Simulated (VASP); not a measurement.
OSZICAR of a VASP run on Ga₃₂Sb₃₁:

**OSZICAR**
```
       N       E                     dE             d eps       ncg     rms          rms(c)
DAV:   1     0.161499496681E+04    0.16150E+04   -0.80620E+04   316   0.108E+03
DAV:   2    -0.136948284248E+02   -0.16287E+04   -0.15738E+04   394   0.194E+02
DAV:   3    -0.215532251982E+03   -0.20184E+03   -0.19376E+03   376   0.738E+01
DAV:   4    -0.223330841010E+03   -0.77986E+01   -0.77035E+01   376   0.145E+01
DAV:   5    -0.223479787453E+03   -0.14895E+00   -0.14843E+00   416   0.235E+00    0.199E+01
RMM:   6    -0.221392703295E+03    0.20871E+01   -0.18250E+00   316   0.211E+00    0.119E+01
RMM:   7    -0.220844076305E+03    0.54863E+00   -0.31642E+00   318   0.295E+00    0.143E+00
RMM:   8    -0.220848663467E+03   -0.45872E-02   -0.31493E-01   316   0.116E+00    0.643E-01
RMM:   9    -0.220863869044E+03   -0.15206E-01   -0.93734E-02   320   0.565E-01    0.446E-01
RMM:  10    -0.220864501837E+03   -0.63279E-03   -0.24772E-02   317   0.334E-01    0.184E-01
RMM:  11    -0.220864690160E+03   -0.18832E-03   -0.80667E-03   347   0.174E-01    0.134E-01
RMM:  12    -0.220865068419E+03   -0.37826E-03   -0.87417E-04   332   0.579E-02    0.447E-02
RMM:  13    -0.220865065455E+03    0.29644E-05   -0.35881E-04   319   0.320E-02    0.148E-02
RMM:  14    -0.220865065212E+03    0.24267E-06   -0.55246E-05   268   0.152E-02
   1 F= -.22086507E+03 E0= -.22086506E+03  d E =-.220865E+03
       N       E                     dE             d eps       ncg     rms          rms(c)
DAV:   1    -0.220954516353E+03   -0.89451E-01   -0.12436E+00   344   0.209E+00    0.514E-01
RMM:   2    -0.220962213806E+03   -0.76975E-02   -0.10015E-01   316   0.529E-01    0.153E-01
RMM:   3    -0.220963583132E+03   -0.13693E-02   -0.15091E-02   326   0.217E-01    0.651E-02
RMM:   4    -0.220963811557E+03   -0.22843E-03   -0.26564E-03   345   0.893E-02    0.521E-02
RMM:   5    -0.220963836031E+03   -0.24474E-04   -0.50409E-04   321   0.455E-02    0.940E-03
RMM:   6    -0.220963848546E+03   -0.12515E-04   -0.13510E-04   324   0.225E-02    0.979E-03
RMM:   7    -0.220963849651E+03   -0.11055E-05   -0.17302E-05   196   0.872E-03
   2 F= -.22096385E+03 E0= -.22096385E+03  d E =-.987844E-01
       N       E                     dE             d eps       ncg     rms          rms(c)
DAV:   1    -0.220985895213E+03   -0.22047E-01   -0.12131E+00   336   0.206E+00    0.512E-01
RMM:   2    -0.220993217280E+03   -0.73221E-02   -0.96581E-02   316   0.521E-01    0.152E-01
RMM:   3    -0.220994489719E+03   -0.12724E-02   -0.14283E-02   323   0.214E-01    0.631E-02
RMM:   4    -0.220994714748E+03   -0.22503E-03   -0.25872E-03   346   0.884E-02    0.519E-02
RMM:   5    -0.220994738313E+03   -0.23566E-04   -0.45974E-04   319   0.447E-02    0.849E-03
RMM:   6    -0.220994750446E+03   -0.12133E-04   -0.13474E-04   320   0.228E-02    0.937E-03
RMM:   7    -0.220994751601E+03   -0.11555E-05   -0.16224E-05   195   0.874E-03
   3 F= -.22099475E+03 E0= -.22099475E+03  d E =-.129686E+00
       N       E                     dE             d eps       ncg     rms          rms(c)
DAV:   1    -0.220994920104E+03   -0.16966E-03   -0.92993E-03   360   0.181E-01    0.422E-02
RMM:   2    -0.220994974583E+03   -0.54479E-04   -0.71915E-04   316   0.450E-02    0.124E-02
RMM:   3    -0.220994983223E+03   -0.86406E-05   -0.10225E-04   304   0.182E-02    0.564E-03
RMM:   4    -0.220994984206E+03   -0.98223E-06   -0.15574E-05   191   0.731E-03
   4 F= -.22099498E+03 E0= -.22099498E+03  d E =-.129919E+00
       N       E                     dE             d eps       ncg     rms          rms(c)
DAV:   1    -0.221004226707E+03   -0.92435E-02   -0.12507E-01   328   0.694E-01    0.173E-01
RMM:   2    -0.221004636412E+03   -0.40971E-03   -0.84403E-03   316   0.158E-01    0.517E-02
RMM:   3    -0.221004711158E+03   -0.74746E-04   -0.13976E-03   321   0.670E-02    0.255E-02
RMM:   4    -0.221004728433E+03   -0.17275E-04   -0.27802E-04   344   0.291E-02    0.186E-02
RMM:   5    -0.221004731269E+03   -0.28367E-05   -0.46266E-05   261   0.139E-02
   5 F= -.22100473E+03 E0= -.22100473E+03  d E =-.974706E-02
       N       E                     dE             d eps       ncg     rms          rms(c)
DAV:   1    -0.221007234496E+03   -0.25061E-02   -0.14765E-01   352   0.754E-01    0.188E-01
RMM:   2    -0.221007722538E+03   -0.48804E-03   -0.10059E-02   316   0.172E-01    0.558E-02
RMM:   3    -0.221007814492E+03   -0.91955E-04   -0.16807E-03   321   0.735E-02    0.284E-02
RMM:   4    -0.221007836716E+03   -0.22223E-04   -0.34238E-04   348   0.321E-02    0.210E-02
RMM:   5    -0.221007839990E+03   -0.32740E-05   -0.53711E-05   281   0.150E-02
   6 F= -.22100784E+03 E0= -.22100784E+03  d E =-.128558E-01
       N       E                     dE             d eps       ncg     rms          rms(c)
DAV:   1    -0.221007884473E+03   -0.47758E-04   -0.17945E-03   360   0.832E-02    0.200E-02
RMM:   2    -0.221007888521E+03   -0.40482E-05   -0.10742E-04   315   0.180E-02    0.676E-03
RMM:   3    -0.221007888391E+03    0.13091E-06   -0.16329E-05   189   0.741E-03    0.274E-03
RMM:   4    -0.221007888270E+03    0.12070E-06   -0.28266E-06   172   0.295E-03
   7 F= -.22100789E+03 E0= -.22100789E+03  d E =-.129041E-01
       N       E                     dE             d eps       ncg     rms          rms(c)
DAV:   1    -0.221009696882E+03   -0.18085E-02   -0.33360E-02   328   0.346E-01    0.725E-02
RMM:   2    -0.221009857493E+03   -0.16061E-03   -0.21484E-03   316   0.798E-02    0.228E-02
RMM:   3    -0.221009892217E+03   -0.34724E-04   -0.35334E-04   327   0.333E-02    0.115E-02
RMM:   4    -0.221009897611E+03   -0.53938E-05   -0.53858E-05   238   0.136E-02
   8 F= -.22100990E+03 E0= -.22100990E+03  d E =-.200934E-02
       N       E                     dE             d eps       ncg     rms          rms(c)
DAV:   1    -0.221010346396E+03   -0.45418E-03   -0.36497E-02   344   0.362E-01    0.752E-02
RMM:   2    -0.221010521837E+03   -0.17544E-03   -0.23651E-03   316   0.838E-02    0.238E-02
RMM:   3    -0.221010562793E+03   -0.40956E-04   -0.41178E-04   332   0.356E-02    0.131E-02
RMM:   4    -0.221010569019E+03   -0.62260E-05   -0.61020E-05   248   0.145E-02
   9 F= -.22101057E+03 E0= -.22101057E+03  d E =-.268075E-02
       N       E                     dE             d eps       ncg     rms          rms(c)
DAV:   1    -0.221011971159E+03   -0.14084E-02   -0.39261E-02   328   0.366E-01    0.654E-02
RMM:   2    -0.221012135512E+03   -0.16435E-03   -0.19580E-03   316   0.758E-02    0.229E-02
RMM:   3    -0.221012174580E+03   -0.39067E-04   -0.33469E-04   334   0.318E-02    0.133E-02
RMM:   4    -0.221012179461E+03   -0.48811E-05   -0.47269E-05   225   0.130E-02
  10 F= -.22101218E+03 E0= -.22101218E+03  d E =-.161044E-02
       N       E                     dE             d eps       ncg     rms          rms(c)
DAV:   1    -0.221012678412E+03   -0.50383E-03   -0.77489E-02   332   0.514E-01    0.913E-02
RMM:   2    -0.221013003712E+03   -0.32530E-03   -0.38802E-03   316   0.107E-01    0.319E-02
RMM:   3    -0.221013080858E+03   -0.77147E-04   -0.67371E-04   337   0.449E-02    0.192E-02
RMM:   4    -0.221013089317E+03   -0.84584E-05   -0.90554E-05   288   0.181E-02
  11 F= -.22101309E+03 E0= -.22101309E+03  d E =-.252030E-02
```

Which electronic solver shows in the log?

It is blocked Davidson (ALGO = Normal, or the opening steps of other solvers) and then RMM-DIIS (ALGO = Fast or VeryFast). The INCAR had ALGO = Fast.

Can the final energy be trusted as converged?

Self-consistency was reached. It stopped with EDIFF = 1E-5, NELM = 100, NSW = 60 and EDIFFG = -0.03 after 11 ionic steps (PBE GGA, plane waves, VASP's PBE PAW potentials (set 64)). The cell is charged, with a uniform compensating background. The supercell is sampled at Γ alone, which is coarse: total energies, pressure and levels can be off, energies of defects by several tenths of an eV.

The cell is a supercell with a defect, built from GaSb (zinc blende): vac_Sb, charge -1. The run is not spin-polarised, so no state with unpaired spins was tried.
